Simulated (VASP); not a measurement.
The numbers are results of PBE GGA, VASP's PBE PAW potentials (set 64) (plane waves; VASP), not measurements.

A VASP calculation is set up with these files.

**INCAR**
```
SYSTEM = CaB6
PREC = Accurate; ENCUT = 280; LREAL = F
LASPH = T
EDIFF = 1E-6; NELM = 100; ALGO = Normal
ISMEAR = 0; SIGMA = 0.136
GGA = PE
ISIF = 2
LWAVE = F; LCHARG = F
```

POSCAR:
```
CaB6
4.2021720
  1.0000000000   0.0000000000   0.0000000000
  0.0000000000   1.0000000000   0.0000000000
  0.0000000000   0.0000000000   1.0000000000
Ca B
1 6
Cart
  0.0000000000   0.0000000000   0.0000000000
  0.2016800000   0.5000000000   0.5000000000
  0.7983200000   0.5000000000   0.5000000000
  0.5000000000   0.2016800000   0.5000000000
  0.5000000000   0.7983200000   0.5000000000
  0.5000000000   0.5000000000   0.2016800000
  0.5000000000   0.5000000000   0.7983200000
```

### KPOINTS
```
Automatic mesh
0
Gamma
4 4 4
0 0 0
```

POTCAR, in this order: Ca_sv B (PBE.64 set). Program: vasp_std.

What VASP printed:

### OUTCAR
```
 ion  position               nearest neighbor table
   1  0.000  0.000  0.000-
   2  0.202  0.500  0.500-   3 1.69   4 1.77   5 1.77   6 1.77   7 1.77
   3  0.798  0.500  0.500-   2 1.69   4 1.77   5 1.77   6 1.77   7 1.77
   4  0.500  0.202  0.500-   5 1.69   3 1.77   2 1.77   6 1.77   7 1.77
   5  0.500  0.798  0.500-   4 1.69   3 1.77   2 1.77   6 1.77   7 1.77
   6  0.500  0.500  0.202-   7 1.69   3 1.77   4 1.77   5 1.77   2 1.77
   7  0.500  0.500  0.798-   6 1.69   3 1.77   4 1.77   5 1.77   2 1.77
  LATTYP: Found a simple cubic cell.
 ALAT       =     4.2021720000
 Subroutine PRICEL returns:
 Original cell was already a primitive cell.
 Subroutine GETGRP returns: Found 48 space group operations
The static configuration has the point symmetry O_h .
The dynamic configuration has the point symmetry O_h .
 Subroutine INISYM returns: Found 48 space group operations
 Subroutine IBZKPT returns following result:
 Found     10 irreducible k-points:

 Following reciprocal coordinates:
            Coordinates               Weight
  0.000000  0.000000  0.000000      1.000000
  0.250000  0.000000  0.000000      6.000000
  0.500000  0.000000  0.000000      3.000000
  0.250000  0.250000  0.000000     12.000000
  0.500000  0.250000  0.000000     12.000000
  0.500000  0.500000  0.000000      3.000000
  0.250000  0.250000  0.250000      8.000000
  0.500000  0.250000  0.250000     12.000000
  0.500000  0.500000  0.250000      6.000000
  0.500000  0.500000  0.500000      1.000000
   k-points           NKPTS =     10   k-points in BZ     NKDIM =     10   number of bands    NBANDS=     18
   number of dos      NEDOS =    301   number of ions     NIONS =      7
   total plane-waves  NPLWV =  13824
   dimension x,y,z NGX =    24 NGY =   24 NGZ =   24
   dimension x,y,z NGXF=    48 NGYF=   48 NGZF=   48
   ions per type =               1   6
   PREC   = accura    normal or accurate (medium, high low for compatibility)
   ISTART =      0    job   : 0-new  1-cont  2-samecut
   ICHARG =      2    charge: 1-file 2-atom 10-const
   ISPIN  =      1    spin polarized calculation?
   LNONCOLLINEAR =      F non collinear calculations
   LSORBIT =      F    spin-orbit coupling
   INIWAV =      1    electr: 0-lowe 1-rand  2-diag
   ENCUT  =  280.0 eV  20.58 Ry    4.54 a.u.   5.73  5.73  5.73*2*pi/ulx,y,z
   NELM   =    100;   NELMIN=  2; NELMDL= -5     # of ELM steps
   EDIFF  = 0.1E-05   stopping-criterion for ELM
   LREAL  =      F    real-space projection
   NLSPLINE    = F    spline interpolate recip. space projectors
   LMAXMIX     =    2 max onsite mixed and CHGCAR
   VOSKOWN=      0    Vosko Wilk Nusair interpolation
   EDIFFG = 0.1E-04   stopping-criterion for IOM
   NSW    =      0    number of steps for IOM
   NBLOCK =      1;   KBLOCK =      1    inner block; outer block
   IBRION =     -1    ionic relax: 0-MD 1-quasi-New 2-CG
   NFREE  =      0    steps in history (QN), initial steepest desc. (CG)
   ISIF   =      2    stress and relaxation
   ISYM   =      2    0-nonsym 1-usesym 2-fastsym
   TEIN   =    0.0    initial temperature
   TEBEG  =    0.0;   TEEND  =   0.0 temperature during run
   SMASS  =  -3.00    Nose mass-parameter (am)
   PSTRESS=    0.0 pullay stress
   NELECT =      28.0000    total number of electrons
   EFERMI =   0.00;   METHOD = LEGACY
   ISMEAR =     0;   SIGMA  =   0.14  broadening in eV -4-tet -1-fermi 0-gaus
   IALGO  =     38    algorithm
   LDIAG  =      T    sub-space diagonalisation (order eigenvalues)
   IMIX   =      4    mixing-type and parameters
     AMIX     =   0.40;   BMIX     =  1.00
     AMIX_MAG =   1.60;   BMIX_MAG =  1.00
     AMIN     =   0.10
   GGA     = PE    functional components
   VOSKOWN =     0    Vosko Wilk Nusair interpolation
   LHFCALC =     F    Hartree Fock is set to
   LHFONE  =     F    Hartree Fock one center treatment
...
```

OSZICAR:
```
       N       E                     dE             d eps       ncg     rms          rms(c)
DAV:   1     0.100678723737E+03    0.10068E+03   -0.94807E+03   360   0.903E+02
DAV:   2    -0.455268469880E+02   -0.14621E+03   -0.14369E+03   506   0.246E+02
DAV:   3    -0.494768705790E+02   -0.39500E+01   -0.39410E+01   494   0.440E+01
DAV:   4    -0.496026769410E+02   -0.12581E+00   -0.12567E+00   590   0.543E+00
DAV:   5    -0.496034094401E+02   -0.73250E-03   -0.73243E-03   486   0.489E-01    0.101E+01
DAV:   6    -0.455556636741E+02    0.40477E+01   -0.66785E+00   452   0.131E+01    0.530E+00
DAV:   7    -0.447960756040E+02    0.75959E+00   -0.47705E+00   478   0.975E+00    0.151E+00
DAV:   8    -0.448154813117E+02   -0.19406E-01   -0.88022E-01   500   0.513E+00    0.876E-01
DAV:   9    -0.447916019969E+02    0.23879E-01   -0.11053E-01   534   0.153E+00    0.181E-01
DAV:  10    -0.447920813962E+02   -0.47940E-03   -0.16252E-02   536   0.590E-01    0.111E-01
DAV:  11    -0.447920994438E+02   -0.18048E-04   -0.18793E-03   500   0.267E-01    0.304E-02
DAV:  12    -0.447921317754E+02   -0.32332E-04   -0.11841E-04   530   0.618E-02    0.168E-02
DAV:  13    -0.447921303115E+02    0.14639E-05   -0.75842E-05   502   0.516E-02    0.475E-03
DAV:  14    -0.447921297411E+02    0.57039E-06   -0.45902E-06   488   0.148E-02
   1 F= -.44792130E+02 E0= -.44788037E+02  d E =-.818473E-02
```

### OUTCAR
```
------------------------ aborting loop because EDIFF is reached ----------------------------------------
  FORCE on cell =-STRESS in cart. coord.  units (eV):
  Direction    XX          YY          ZZ          XY          YZ          ZX
  --------------------------------------------------------------------------------------
  Total       -3.8905218     -3.8905218     -3.8905218     -0.0000000     -0.0000000      0.0000000
  in kB      -84.0034182    -84.0034182    -84.0034182     -0.0000000     -0.0000000      0.0000000
  external PRESSURE =     -84.0034182 kB  Pullay stress =       0.0000000 kB
  volume of cell :       74.20
      direct lattice vectors                 reciprocal lattice vectors
     4.202172000  0.000000000  0.000000000     0.237972172  0.000000000  0.000000000
     0.000000000  4.202172000  0.000000000     0.000000000  0.237972172  0.000000000
     0.000000000  0.000000000  4.202172000     0.000000000  0.000000000  0.237972172
 POSITION                                       TOTAL-FORCE (eV/Angst)
 -----------------------------------------------------------------------------------
      0.00000      0.00000      0.00000         0.000000      0.000000      0.000000
      0.84749      2.10109      2.10109         0.159220      0.000000     -0.000000
      3.35468      2.10109      2.10109        -0.159220      0.000000      0.000000
      2.10109      0.84749      2.10109         0.000000      0.159220     -0.000000
      2.10109      3.35468      2.10109         0.000000     -0.159220      0.000000
      2.10109      2.10109      0.84749         0.000000      0.000000      0.159220
      2.10109      2.10109      3.35468        -0.000000      0.000000     -0.159220
 -----------------------------------------------------------------------------------
    total drift:                                0.000000     -0.000000     -0.000000
  FREE ENERGIE OF THE ION-ELECTRON SYSTEM (eV)
  ---------------------------------------------------
  free  energy   TOTEN  =       -44.7921297411 eV

  energy  without entropy=      -44.7839450116  energy(sigma->0) =      -44.78803738
```
(Selected blocks of OUTCAR.)

**OUTCAR**
```
 val. band max:        4.3858000642   @ k =   0.5000   0.0000   0.0000

 cond. band min:       4.4596344479   @ k =   0.5000   0.0000   0.0000


 Fermi energy:         4.4329117285

 k-point     1 :       0.0000    0.0000    0.0000
  band No.  band energies     occupation
      1     -36.8661      2.00000
      2     -17.8447      2.00000
      3     -17.8447      2.00000
      4     -17.8447      2.00000
      5      -9.7910      2.00000
      6      -2.2711      2.00000
      7      -2.0846      2.00000
      8      -2.0846      2.00000
      9      -2.0846      2.00000
     10      -0.8693      2.00000
     11      -0.8693      2.00000
     12       4.1015      1.99943
     13       4.1015      1.99943
     14       4.1015      1.99943
     15       7.1700      0.00000
     16       7.1700      0.00000
     17       7.1700      0.00000
     18       7.6914      0.00000

 k-point     2 :       0.2500    0.0000    0.0000
  band No.  band energies     occupation
      1     -36.8652      2.00000
      2     -17.8694      2.00000
      3     -17.8423      2.00000
      4     -17.8423      2.00000
      5      -9.6152      2.00000
      6      -4.0185      2.00000
      7      -1.9091      2.00000
      8      -1.9091      2.00000
      9      -1.7114      2.00000
     10      -0.7043      2.00000
     11       1.1149      2.00000
     12       2.9226      2.00000
     13       2.9226      2.00000
     14       4.2635      1.92184
     15       5.2862      0.00000
     16       7.8319      0.00000
     17       7.8319      0.00000
     18       8.0286      0.00000

 k-point     3 :       0.5000    0.0000    0.0000
  band No.  band energies     occupation
      1     -36.8643      2.00000
      2     -17.8934      2.00000
      3     -17.8397      2.00000
      4     -17.8397      2.00000
      5      -9.4096      2.00000
      6      -4.8909      2.00000
      7      -1.6913      2.00000
      8      -1.6913      2.00000
      9      -1.5835      2.00000
...
```

At this cut-off the stress carries a Pulay error, which pulls relaxed volumes low.

The structure comes from a computed database's CaB6 entry; how it stands against other phases isn't given here. The cell was not relaxed at this level. The run is one of a series of settings (ENCUT = 280, KPOINTS 4×4×4 Γ-centred mesh against the base run), some of them coarse on purpose.
